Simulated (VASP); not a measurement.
# Ba2YRuO6: structure and properties in VASP, part 3 of 5

What structure does Ba2YRuO6 take at this level, and what are its properties? The start is a cell from a database of measured crystal structures.

VASP 6.6.1; r2SCAN, no spin polarisation; plane waves and PAW (Ba_sv, Y_sv, Ru_pv, O).

Still holding for the runs below: This run has no spin polarisation, although Ru can carry a moment. Its electron count is odd, so without a moment it is a metal by construction.

So far. Step 3 (Full relaxation (r2SCAN)): It ends with a largest force of 0.008 eV/Å and a pressure of 0.03 GPa. The volume lies +0.5 % from that of the database's start. Step 4 (Single point with fields (r2SCAN)): In this run the pressure is 0.03 GPa, small enough to go on. The relaxed cell has a = 8.353 Å (conventional setting).

## (5) Band structure (r2SCAN)

Levels along the symmetry lines show where the bands peak and cross; KPOINTS_OPT computes them in the converged potential.

Input file INCAR:

```
SYSTEM = Ba2YRuO6
PREC = Accurate
ENCUT = 520
EDIFF = 1E-06
NELM = 100
ISMEAR = 0
SIGMA = 0.05
LREAL = .FALSE.
ALGO = Normal
METAGGA = R2SCAN
LASPH = .TRUE.
NBANDS = 64
LORBIT = 11
LWAVE = .FALSE.
LCHARG = .FALSE.
KPAR = 8
```

Input file POSCAR:

```
Ba2YRuO6
1.0
    0.0000000000      4.1767343012      4.1767343012
    4.1767343012      0.0000000000      4.1767343012
    4.1767343012      4.1767343012      0.0000000000
Ba Y Ru O
2 1 1 6
Direct
    0.2500000000      0.2500000000      0.2500000000
    0.7500000000      0.7500000000      0.7500000000
    0.0000000000      0.0000000000      0.0000000000
    0.5000000000      0.5000000000      0.5000000000
    0.7342083481      0.2657916519      0.2657916519
    0.2657916519      0.7342083481      0.2657916519
    0.2657916519      0.7342083481      0.7342083481
    0.7342083481      0.2657916519      0.7342083481
    0.2657916519      0.2657916519      0.7342083481
    0.7342083481      0.7342083481      0.2657916519
```

Input file KPOINTS:

```
Automatic mesh
0
Gamma
6 6 6
0 0 0
```

Input file KPOINTS_OPT:

```
Line mode
12
Line-mode
Reciprocal
  0.00000000   0.00000000   0.00000000 GAMMA
  0.50000000   0.00000000   0.50000000 X

  0.50000000   0.00000000   0.50000000 X
  0.50000000   0.25000000   0.75000000 W

  0.50000000   0.25000000   0.75000000 W
  0.37500000   0.37500000   0.75000000 K

  0.37500000   0.37500000   0.75000000 K
  0.00000000   0.00000000   0.00000000 GAMMA

  0.00000000   0.00000000   0.00000000 GAMMA
  0.50000000   0.50000000   0.50000000 L

  0.50000000   0.50000000   0.50000000 L
  0.62500000   0.25000000   0.62500000 U

  0.62500000   0.25000000   0.62500000 U
  0.50000000   0.25000000   0.75000000 W

  0.50000000   0.25000000   0.75000000 W
  0.50000000   0.50000000   0.50000000 L

  0.50000000   0.50000000   0.50000000 L
  0.37500000   0.37500000   0.75000000 K

  0.62500000   0.25000000   0.62500000 U
  0.50000000   0.00000000   0.50000000 X
```

Potentials, in the order of the species: Ba_sv, Y_sv, Ru_pv and O (PBE family, release 64).

Run with:

```
> mpirun -np 8 vasp_std
```

Log:

```text
[... set-up lines as in an earlier step ...]
 entering main loop
       N       E                     dE             d eps       ncg     rms          rms(c)
DAV:   1     0.499974593268E+03    0.49997E+03   -0.43403E+04  2056   0.127E+03
DAV:   2    -0.159026423567E+03   -0.65900E+03   -0.62200E+03  2376   0.330E+02
DAV:   3    -0.201685782755E+03   -0.42659E+02   -0.42065E+02  2600   0.825E+01
DAV:   4    -0.203303528837E+03   -0.16177E+01   -0.16094E+01  3136   0.123E+01
DAV:   5    -0.203326215891E+03   -0.22687E-01   -0.22682E-01  2488   0.136E+00    0.603E+01
DAV:   6    -0.163706878288E+03    0.39619E+02   -0.53206E+01  2312   0.406E+01    0.323E+01
DAV:   7    -0.161584625209E+03    0.21223E+01   -0.16574E+01  2464   0.260E+01    0.267E+01
DAV:   8    -0.160942229316E+03    0.64240E+00   -0.15877E+00  2424   0.717E+00    0.993E+00
DAV:   9    -0.160983793019E+03   -0.41564E-01   -0.24201E-01  2560   0.230E+00    0.998E-01
DAV:  10    -0.160984242463E+03   -0.44944E-03   -0.11290E-02  2672   0.470E-01    0.335E-01
DAV:  11    -0.160984087187E+03    0.15528E-03   -0.16739E-03  2552   0.242E-01    0.116E-01
DAV:  12    -0.160984118640E+03   -0.31453E-04   -0.39172E-04  2616   0.100E-01    0.630E-02
DAV:  13    -0.160984132063E+03   -0.13423E-04   -0.40403E-05  2456   0.333E-02    0.324E-02
DAV:  14    -0.160984135594E+03   -0.35310E-05   -0.57618E-06  2304   0.148E-02    0.745E-03
DAV:  15    -0.160984136415E+03   -0.82134E-06   -0.82461E-07  1648   0.466E-03
   1 F= -.16098414E+03 E0= -.16097944E+03  d E =-.938625E-02
 Start KPOINTS_OPT (optional k-point list driver)
k-point batch [1-16\120]
       N       E                     dE             ncg
DAV:   1    -0.150651855862E+04   -0.21736E+05     2056
DAV:   2    -0.117857029125E+05   -0.10279E+05     2384
DAV:   3    -0.124218876372E+05   -0.63618E+03     2576
DAV:   4    -0.124460945649E+05   -0.24207E+02     3136
DAV:   5    -0.124464348669E+05   -0.34030E+00     2488
DAV:   6    -0.124464396124E+05   -0.47456E-02     2952
DAV:   7    -0.124464396644E+05   -0.51941E-04     2488
DAV:   8    -0.124464396663E+05   -0.19852E-05     1920
DAV:   9    -0.124464396664E+05   -0.67443E-07     1632
[...]
k-point batch [113-120\120]
       N       E                     dE             ncg
DAV:   1     0.152509706030E+05   -0.16714E+05     1040
DAV:   2     0.101539730913E+05   -0.50970E+04     1192
DAV:   3     0.984443784304E+04   -0.30954E+03     1256
DAV:   4     0.983012183960E+04   -0.14316E+02     1656
DAV:   5     0.982994849923E+04   -0.17334E+00     1192
DAV:   6     0.982994506676E+04   -0.34325E-02     1520
DAV:   7     0.982994505144E+04   -0.15320E-04     1160
DAV:   8     0.982994505121E+04   -0.22561E-06      968
```

Wall time 14 min (8 MPI ranks of Intel Xeon Platinum 8259CL at 2.50GHz (Skylake/Cascade Lake), shared host); peak memory 4.4 GiB; 90 min of CPU time.

From OUTCAR (step 5):

```text
The static configuration has the point symmetry O_h .

 Found     16 irreducible k-points:

   k-points           NKPTS =     16   k-points in BZ     NKDIM =     16   number of bands    NBANDS=     64

   NELECT =      81.0000    total number of electrons

 E-fermi :   4.0304

 k-point     1 :       0.0000    0.0000    0.0000
  band No.  band energies     occupation
    ...
     38       2.4785      2.00000
     39       2.4785      2.00000
     40       3.6017      2.00000
     41       3.6017      2.00000
     42       3.6017      2.00000
     43       7.2627      0.00000
     44       7.2627      0.00000
     45       7.8323      0.00000
     46       7.8323      0.00000
     47       9.1249      0.00000
    ...

 k-point     2 :       0.1667    0.0000    0.0000
  band No.  band energies     occupation
    ...
     38       2.3338      2.00000
     39       2.4095      2.00000
     40       3.6815      2.00000
     41       3.7593      2.00000
     42       3.7593      2.00000
     43       7.5310      0.00000
     44       7.5310      0.00000
     45       8.1425      0.00000
     46       8.1425      0.00000
     47       9.0102      0.00000
    ...

  Total        0.0242592      0.0242592      0.0242592      0.0000000     -0.0000000      0.0000000
  in kB        0.2667140      0.2667140      0.2667140      0.0000000     -0.0000000      0.0000000
  external PRESSURE =       0.2667140 kB  Pullay stress =       0.0000000 kB

 POSITION                                       TOTAL-FORCE (eV/Angst)
 -----------------------------------------------------------------------------------
      2.08837      2.08837      2.08837        -0.000000     -0.000000      0.000000
      6.26510      6.26510      6.26510        -0.000000      0.000000      0.000000
      0.00000      0.00000      0.00000        -0.000000      0.000000      0.000000
      4.17673      4.17673      4.17673        -0.000000      0.000000      0.000000
      2.22028      4.17673      4.17673        -0.008707      0.000000      0.000000
      4.17673      2.22028      4.17673        -0.000000     -0.008707      0.000000
      6.13319      4.17673      4.17673         0.008707      0.000000      0.000000
      4.17673      6.13319      4.17673        -0.000000      0.008707      0.000000
      4.17673      4.17673      2.22028        -0.000000      0.000000     -0.008707
      4.17673      4.17673      6.13319        -0.000000      0.000000      0.008707
 -----------------------------------------------------------------------------------
    total drift:                                0.000000      0.000000      0.000000

  FREE ENERGIE OF THE ION-ELECTRON SYSTEM (eV)
  ---------------------------------------------------
  free  energy   TOTEN  =      -160.9841364154 eV

  energy  without entropy=     -160.9747501703  energy(sigma->0) =     -160.97944329

[... 8 parts as in an earlier step ...]

[... 5 further parts left out ...]
```

Spin-orbit coupling is off here; with elements this heavy it splits and shifts levels by tenths of an eV or more.

Numbers from this step:

```
bands    : 64
pressure : 0.02667 GPa
```

Electronic bands along the path, in eV, zero at the Fermi level; # counts the bands kept, so #1 is VASP's band 22:

| point | #16 | #17 | #18 | #19 | #20 | #21 | #22 | #23 |
| --- | --- | --- | --- | --- | --- | --- | --- | --- |
| Γ | -1.55 | -1.55 | -1.55 | -0.43 | -0.43 | -0.43 | 3.23 | 3.23 |
| 0.45 of the way | -1.94 | -1.94 | -1.58 | -0.60 | 0.02 | 0.02 | 3.27 | 3.88 |
| X | -2.15 | -2.15 | -1.62 | -0.78 | 0.34 | 0.34 | 3.29 | 3.35 |
| 0.55 of the way | -2.40 | -2.30 | -1.72 | -0.51 | 0.19 | 0.33 | 3.35 | 3.66 |
| W | -2.49 | -1.98 | -1.98 | -0.12 | -0.12 | 0.33 | 3.36 | 3.91 |
| 0.55 of the way | -2.42 | -2.23 | -1.81 | -0.32 | 0.09 | 0.31 | 3.43 | 3.85 |
| K | -2.41 | -2.40 | -1.76 | -0.39 | 0.19 | 0.26 | 3.50 | 3.79 |
| 0.45 of the way | -2.00 | -1.93 | -1.82 | -0.20 | -0.05 | -0.01 | 3.57 | 4.19 |
| Γ | -1.55 | -1.55 | -1.55 | -0.43 | -0.43 | -0.43 | 3.23 | 3.23 |
| 0.45 of the way | -1.80 | -1.80 | -1.68 | -0.29 | -0.18 | -0.18 | 3.69 | 3.69 |
| L | -2.12 | -2.12 | -1.94 | -0.11 | 0.06 | 0.06 | 4.28 | 4.28 |
| 0.55 of the way | -2.21 | -2.19 | -1.89 | -0.16 | 0.06 | 0.16 | 3.85 | 4.11 |
| U | -2.41 | -2.40 | -1.76 | -0.39 | 0.19 | 0.26 | 3.50 | 3.79 |
| 0.45 of the way | -2.42 | -2.23 | -1.81 | -0.32 | 0.09 | 0.31 | 3.43 | 3.85 |
| W | -2.49 | -1.98 | -1.98 | -0.12 | -0.12 | 0.33 | 3.36 | 3.91 |
| 0.55 of the way | -2.28 | -2.03 | -1.97 | -0.10 | -0.02 | 0.17 | 3.87 | 4.13 |
| L | -2.12 | -2.12 | -1.94 | -0.11 | 0.06 | 0.06 | 4.28 | 4.28 |
| 0.45 of the way | -2.18 | -2.14 | -1.92 | -0.12 | 0.04 | 0.13 | 3.96 | 4.16 |
| K | -2.41 | -2.40 | -1.76 | -0.39 | 0.19 | 0.26 | 3.50 | 3.79 |
| jump to U | -2.41 | -2.40 | -1.76 | -0.39 | 0.19 | 0.26 | 3.50 | 3.79 |
| 0.45 of the way | -2.31 | -2.25 | -1.67 | -0.64 | 0.29 | 0.32 | 3.41 | 3.46 |
| X | -2.15 | -2.15 | -1.62 | -0.78 | 0.34 | 0.34 | 3.29 | 3.35 |

Of the projections kept (Ba, Y, Ru, O), the largest for each band there; the rest of the weight can lie on other orbitals:

| point | #16 | #17 | #18 | #19 | #20 | #21 | #22 | #23 |
| --- | --- | --- | --- | --- | --- | --- | --- | --- |
| Γ | O 1.00 | O 1.00 | O 1.00 | Ru 0.64 | Ru 0.64 | Ru 0.64 | Ru 0.55 | Ru 0.55 |
| X | O 0.86 | O 0.86 | O 0.98 | Ru 0.77 | Ru 0.64 | Ru 0.64 | Ru 0.59 | Ru 0.60 |
| W | O 0.80 | O 0.93 | O 0.93 | Ru 0.68 | Ru 0.68 | Ru 0.65 | Ru 0.60 | Ru 0.56 |
| K | O 0.84 | O 0.87 | O 0.97 | Ru 0.71 | Ru 0.66 | Ru 0.64 | Ru 0.59 | Ru 0.56 |
| Γ | O 1.00 | O 1.00 | O 1.00 | Ru 0.64 | Ru 0.64 | Ru 0.64 | Ru 0.55 | Ru 0.55 |
| L | O 0.91 | O 0.91 | O 0.99 | Ru 0.71 | Ru 0.65 | Ru 0.65 | Ru 0.55 | Ru 0.55 |

There is no gap at this level.

## (6) Density of states (r2SCAN)

Here the states are counted by energy and projected on the atoms. The mesh is finer than in the run before.

Changes to INCAR since step 5:

```diff
@@ -5,3 +5,3 @@
 NELM = 100
-ISMEAR = 0
+ISMEAR = -5
 SIGMA = 0.05
@@ -16 +16,2 @@
 KPAR = 8
+NEDOS = 2001
```

POSCAR is that of step 5.

Input file KPOINTS:

```
Automatic mesh
0
Gamma
8 8 8
0 0 0
```

Run with:

```
> mpirun -np 8 vasp_std
```

Log:

```text
[... set-up lines as in an earlier step ...]
 entering main loop
       N       E                     dE             d eps       ncg     rms          rms(c)
DAV:   1     0.502001540126E+03    0.50200E+03   -0.43397E+04  3712   0.127E+03
DAV:   2    -0.158229445223E+03   -0.66023E+03   -0.62236E+03  4272   0.332E+02
DAV:   3    -0.201598228226E+03   -0.43369E+02   -0.42757E+02  4640   0.831E+01
DAV:   4    -0.203292856688E+03   -0.16946E+01   -0.16846E+01  5632   0.125E+01
DAV:   5    -0.203322756490E+03   -0.29900E-01   -0.29892E-01  4528   0.149E+00    0.603E+01
DAV:   6    -0.163731132472E+03    0.39592E+02   -0.50895E+01  4200   0.407E+01    0.324E+01
DAV:   7    -0.161573405221E+03    0.21577E+01   -0.16633E+01  4416   0.261E+01    0.267E+01
DAV:   8    -0.160934408410E+03    0.63900E+00   -0.16226E+00  4408   0.720E+00    0.988E+00
DAV:   9    -0.160976627836E+03   -0.42219E-01   -0.24236E-01  4592   0.231E+00    0.101E+00
DAV:  10    -0.160977194730E+03   -0.56689E-03   -0.11222E-02  4856   0.472E-01    0.344E-01
DAV:  11    -0.160977003078E+03    0.19165E-03   -0.16572E-03  4552   0.240E-01    0.116E-01
DAV:  12    -0.160977055152E+03   -0.52074E-04   -0.39359E-04  4744   0.100E-01    0.641E-02
DAV:  13    -0.160977061049E+03   -0.58968E-05   -0.41791E-05  4528   0.336E-02    0.286E-02
DAV:  14    -0.160977065751E+03   -0.47027E-05   -0.57810E-06  4232   0.145E-02    0.791E-03
DAV:  15    -0.160977066820E+03   -0.10685E-05   -0.84680E-07  2968   0.490E-03    0.511E-03
DAV:  16    -0.160977066676E+03    0.14399E-06   -0.25627E-07  2472   0.225E-03
   1 F= -.16097707E+03 E0= -.16097707E+03  d E =0.000000E+00
 -----------------------------------------------------------------------------
|                                                                             |
|           W    W    AA    RRRRR   N    N  II  N    N   GGGG   !!!           |
|           W    W   A  A   R    R  NN   N  II  NN   N  G    G  !!!           |
|           W    W  A    A  R    R  N N  N  II  N N  N  G       !!!           |
|           W WW W  AAAAAA  RRRRR   N  N N  II  N  N N  G  GGG   !            |
|           WW  WW  A    A  R   R   N   NN  II  N   NN  G    G                |
|           W    W  A    A  R    R  N    N  II  N    N   GGGG   !!!           |
|                                                                             |
|     Tetrahedron method does not include variations of the Fermi             |
|     occupations, so forces and stress will be inaccurate. We suggest        |
|     using a different smearing scheme ISMEAR = 1 or 2 for metals in         |
|     relaxations.                                                            |
|                                                                             |
 -----------------------------------------------------------------------------
```

The job ended after 6.2 min (8 MPI ranks; peak memory 4.3 GiB; 39 min of CPU time).

OUTCAR, selected parts (step 6):

```text
   k-points           NKPTS =     29   k-points in BZ     NKDIM =     29   number of bands    NBANDS=     64

   NELECT =      81.0000    total number of electrons

 E-fermi :   4.0386

 k-point     1 :       0.0000    0.0000    0.0000
  band No.  band energies     occupation
    ...
     38       2.4788      2.00000
     39       2.4788      2.00000
     40       3.6007      2.00000
     41       3.6007      2.00000
     42       3.6007      2.00000
     43       7.2618      0.00000
     44       7.2618      0.00000
     45       7.8321      0.00000
     46       7.8321      0.00000
     47       9.1258      0.00000
    ...

  Total        0.0228949      0.0228949      0.0228949     -0.0000000     -0.0000000      0.0000000
  in kB        0.2517151      0.2517151      0.2517151     -0.0000000     -0.0000000      0.0000000
  external PRESSURE =       0.2517151 kB  Pullay stress =       0.0000000 kB

 POSITION                                       TOTAL-FORCE (eV/Angst)
 -----------------------------------------------------------------------------------
      2.08837      2.08837      2.08837         0.000000     -0.000000     -0.000000
      6.26510      6.26510      6.26510         0.000000     -0.000000      0.000000
      0.00000      0.00000      0.00000         0.000000     -0.000000      0.000000
      4.17673      4.17673      4.17673         0.000000     -0.000000      0.000000
      2.22028      4.17673      4.17673        -0.011047     -0.000000      0.000000
      4.17673      2.22028      4.17673         0.000000     -0.011047      0.000000
      6.13319      4.17673      4.17673         0.011047     -0.000000      0.000000
      4.17673      6.13319      4.17673         0.000000      0.011047      0.000000
      4.17673      4.17673      2.22028         0.000000     -0.000000     -0.011047
      4.17673      4.17673      6.13319         0.000000     -0.000000      0.011047
 -----------------------------------------------------------------------------------
    total drift:                                0.000000      0.000000      0.000000

  FREE ENERGIE OF THE ION-ELECTRON SYSTEM (eV)
  ---------------------------------------------------
  free  energy   TOTEN  =      -160.9770666760 eV

  energy  without entropy=     -160.9770666760  energy(sigma->0) =     -160.97706668

[... 6 parts as in an earlier step ...]

[... 10 further parts left out ...]
```

The DOS at the Fermi level is high for the number of transition-metal atoms. It is one value on this mesh and may be a narrow spike; if it stands, a magnetic instability is possible, which a run without spin can't show. With tetrahedra the forces and stress of a metal are not exact derivatives of the energy.

Numbers from this step:

| Item | Value |
| --- | --- |
| SCF cycles | 16 |
| irreducible k-points | 29 |
| free energy (TOTEN) | -160.9771 eV |
| Fermi energy | 4.039 eV |
| pressure | 0.02517 GPa |
| DOS at the Fermi level | 14.07 states/eV/cell |

The density of states has structure finer than the step of the table below, so its rows give means over 0.5 eV, whole bins alone (the curve runs from -12.0 to 5.21 eV). Peaks (eV: height): total -5.13: 23.2, -3.77: 13.1, -2.50: 17.2, 0.04: 13.2; O p -5.13: 8.47, -3.77: 7.49, -3.28: 7.23, -2.50: 11.3; Ru d -6.21: 3.13, -5.13: 7.08, -0.16: 4.29, 0.04: 7.42; Y d -6.21: 0.501, -4.06: 0.453, -3.28: 0.554, 3.46: 0.480; Y p -5.82: 0.213, -3.77: 0.609, -2.40: 0.336, 4.14: 0.381.

States under -12.0 eV and over 5.2 eV are left out. The density of states by energy, zero at the Fermi level; means over each step; 7 of 10 lines; values in states/eV/cell:

| energy (eV) | total | O p | Ru d | Y d | Y p | Ba d | Ru p |
| --- | --- | --- | --- | --- | --- | --- | --- |
| -7.0 | 0 | 0 | 0 | 0 | 0 | 0 | 0 |
| -6.5 | 1.47 | 0.643 | 0.521 | 0.0803 | 0.00976 | 0.00325 | 9.6e-4 |
| -6.0 | 6.10 | 2.65 | 2.14 | 0.268 | 0.145 | 0.0148 | 0.00700 |
| -5.5 | 6.56 | 2.57 | 1.68 | 0.140 | 0.0809 | 0.0614 | 0.00463 |
| -5.0 | 9.81 | 3.90 | 2.49 | 0.159 | 0.143 | 0.0865 | 0.0153 |
| -4.5 | 1.85 | 1.02 | 0.0233 | 0.0768 | 0.0367 | 0.0285 | 0.0875 |
| -4.0 | 7.56 | 4.32 | 0.0653 | 0.352 | 0.281 | 0.112 | 0.365 |
| -3.5 | 5.45 | 3.11 | 0.0246 | 0.182 | 0.166 | 0.113 | 0.138 |
| -3.0 | 8.47 | 5.08 | 0.0621 | 0.269 | 0.0973 | 0.155 | 0.0656 |
| -2.5 | 13.3 | 8.70 | 0.0987 | 0.207 | 0.249 | 0.154 | 0.0826 |
| -2.0 | 9.78 | 6.73 | 0.0503 | 0.0569 | 0.128 | 0.107 | 0.0235 |
| -1.5 | 1.71 | 1.24 | 0.00161 | 6.8e-4 | 0.00284 | 0.0128 | 5.5e-5 |
| -1.0 | 0.0207 | 0.00284 | 0.0128 | 0.00102 | 0 | 3.9e-4 | 0 |
| -0.5 | 2.63 | 0.522 | 1.52 | 0.0917 | 0.00337 | 0.0399 | 1.5e-4 |
| 0.0 | 8.30 | 2.15 | 4.67 | 0.0662 | 0.0165 | 0.102 | 1.1e-4 |
| 0.5 | 1.06 | 0.313 | 0.595 | 5.4e-4 | 3.6e-4 | 0.0105 | 0 |
| 1.0 | 0 | 0 | 0 | 0 | 0 | 0 | 0 |
| 1.5 | 0 | 0 | 0 | 0 | 0 | 0 | 0 |
| 2.0 | 0 | 0 | 0 | 0 | 0 | 0 | 0 |
| 2.5 | 0 | 0 | 0 | 0 | 0 | 0 | 0 |
| 3.0 | 0.0215 | 0.00357 | 0.0113 | 0.00334 | 1.8e-4 | 3.7e-4 | 8.8e-6 |
| 3.5 | 3.84 | 0.743 | 2.05 | 0.339 | 0.0927 | 0.0572 | 0.00238 |
| 4.0 | 4.37 | 1.03 | 2.14 | 0.140 | 0.253 | 0.231 | 0.00282 |
| 4.5 | 1.18 | 0.0835 | 0.0691 | 0.0584 | 0.00787 | 0.482 | 3.1e-4 |

The finer mesh and the other smearing move the Fermi level by +0.01 eV from the 6×6×6 run, a small shift, which tests the Fermi level alone. Of the states within 0.3 eV of the Fermi level, the largest shares in the PAW spheres are Ru d 56 % and O p 26 %. The rest lies in smaller channels or between the spheres.

(Part 3 of 5 ends here.)

[Lines on the potential files, build, host, timing and source positions are cut from VASP's logs without a mark.]

[Logs are printed without paths, hosts, clocks, repeated set-up lines and the standing remarks that a program may print on its own settings, such as how far it seeks lower states.]

[Hosts, paths, dates, database ids (printed as entryN), source tags and the programs' standing remarks are cut or masked in the printed files.]

[A measured line is paired with the nearest computed mode of its activity, which favours agreement.]
